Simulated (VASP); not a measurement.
Level of theory: r2SCAN meta-GGA, VASP's PBE PAW potentials (set 64) (plane waves; VASP).

VASP input:

### POSCAR
```
Tm
10.8788690
  0.1634558602  -0.2831138612   0.0000000000
  0.1634558602   0.2831138612   0.0000000000
  0.0000000000   0.0000000000   0.4999999930
Tm
2
Cartesian
  0.1634558602   0.0943714758   0.1249999983
  0.1634558602  -0.0943714758   0.3749999948
```

**KPOINTS**
```
Automatic mesh
0
G
 12 12 6
```

**INCAR**
```
# general
SYSTEM   =  Tm
PREC     =  Accurate
ENCUT    =  480
LREAL    =  .FALSE.
LASPH    =  .TRUE.

# electronic loop
EDIFF    =  1E-7
NELM     =  100
ALGO     =  Normal
LMAXMIX  =  6
LMIXTAU  =  .TRUE.

# smearing
ISMEAR   =  1
SIGMA    =  0.1

# functional
METAGGA  =  R2SCAN

# ions
ISIF     =  2

# output
LWAVE    =  .FALSE.
LCHARG   =  .FALSE.
```

POTCAR, in this order: Tm_3 (PBE.64 set). Program: vasp_std.

What will the output report for the number of irreducible k-points (NKPTS), number of bands (NBANDS), largest plane-wave count, number of space-group operations, FFT grid (NGX, NGY, NGZ)?

```json
{
  "number of irreducible k-points (NKPTS)": "76",
  "number of bands (NBANDS)": "13",
  "largest_plane_wave_count": "1441",
  "number_of_space_group_operations": "24",
  "FFT grid (NGX, NGY, NGZ)": "28 × 28 × 40"
}
```

The compound is Tm in the hcp structure. This cell was strained or had an atom moved on purpose. The 4f electrons are frozen in the core of the lanthanide potential, so 4f levels, which can set the real gap, and their magnetism are missing.
